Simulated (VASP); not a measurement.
Calculation: LDA (Ceperley-Alder, Perdew-Zunger), VASP's LDA PAW potentials (set 64) (plane waves; VASP). For the first row: Run with 400 eV cut-off, 15×15×15 Γ-centred mesh, tetrahedra with Blöchl corrections, potentials Ge_d Mo_sv.

```tsv
system	energy (eV/atom)
Ge₂Mo (space group I4/mmm)	-7.7430
Ge (diamond)	-5.1927
Mo (bcc)	-12.1292
```

The references are the elements' solids at the same level; no temperature or zero-point terms are added.

Q: What is the formation energy per atom of Ge$_{2}$Mo?

A: The references average (2×(-5.1927) + 1×(-12.1292))/3 = -7.5049 eV, so the formation energy is -7.7430 − (-7.5049) = -0.238 eV/atom.
